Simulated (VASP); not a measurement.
The system is BN.

```
CELL_PARAMETERS angstrom
0.00000 1.81229 1.81229
1.81229 0.00000 1.81229
1.81229 1.81229 0.00000
ATOMIC_POSITIONS crystal
B 0.00000 0.00000 0.00000
N 0.25000 0.25000 0.25000
```

The cell is a database's computed one.

Base run:

```yaml
Program: VASP 6.6.1
Functional: r2SCAN
Potentials_or_basis: VASP PAW PBE potentials, release 64 (B, N)
Cutoff: 450 eV
k_mesh: 16 × 16 × 16
Occupations: gaussian, width 0.02 eV
Spin: no spin polarisation
```

Its results: band gap on the k mesh 4.96 eV, indirect (least direct gap 9.48 eV).

**Question.** The run is repeated on the same cell with these changes: functional from r2SCAN to LDA; potentials or basis from VASP PAW PBE potentials, release 64 (B, N) to VASP PAW LDA potentials, release 64 (B, N). What comes out?

**Answer.** Band gap on the k mesh 4.33 eV, indirect (least direct gap 8.65 eV).
